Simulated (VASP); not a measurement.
A VASP calculation is set up with these files.

File KPOINTS:
```
Automatic
0
gamma
10 10 10
0 0 0
```

### POSCAR
```
Si
1
    0.0000000000     2.7218500000     2.7218500000
    2.7218500000     0.0000000000     2.7218500000
    2.7218500000     2.7218500000     0.0000000000
Si
2
Direct
  0.2495650000   0.2521950000   0.2415330000
  0.0004350000  -0.0021950000   0.0084670000
```

### INCAR
```
SYSTEM=Si
PREC=Accurate; ENCUT=420; LREAL=F
LASPH=T
EDIFF=1E-09; NELM=100; ALGO=Normal
ISMEAR=0; SIGMA=0.01
GGA=PE
ISIF=2
LWAVE=F; LCHARG=F
```

POTCAR, in this order: Si (PBE.64 set). Program: vasp_std.

Q: Translate this PBE calculation to Quantum ESPRESSO's pw.x.

A: One equivalent input (not run):
```
&CONTROL
  calculation = 'scf'
  pseudo_dir = './pseudo'
  outdir = './out'
  tprnfor = .true.
  tstress = .true.
/
&SYSTEM
  ibrav = 0
  nat = 2
  ntyp = 1
  ecutwfc = 36
  occupations = 'smearing'
  smearing = 'gaussian'
  degauss = 0.000735
  input_dft = 'pbe'
/
&ELECTRONS
  conv_thr = 7.3e-11
  electron_maxstep = 100
/
ATOMIC_SPECIES
  Si 28.085 Si.upf
CELL_PARAMETERS angstrom
     0.0000000    2.7218500    2.7218500
     2.7218500    0.0000000    2.7218500
     2.7218500    2.7218500    0.0000000
ATOMIC_POSITIONS crystal
  Si   0.2495650  0.2521950  0.2415330
  Si   0.0004350 -0.0021950  0.0084670
K_POINTS automatic
  10 10 10 0 0 0
```
What does not carry over: the potentials are each code's own (VASP's PAW set, PseudoDojo norm-conserving files in pw.x), so ENCUT and ecutwfc are chosen apart and not converted; conv_thr bounds pw.x's estimated SCF error, while EDIFF bounds the energy change between steps.

The structure comes from a computed database's Si entry; how it stands against other phases isn't given here. The cell was not relaxed at this level, atoms are displaced from their ideal sites. The run is one of a series of settings (EDIFF = 1E-09, ENCUT = 420, KPOINTS 10×10×10 Γ-centred mesh against the base run), some of them coarse on purpose.
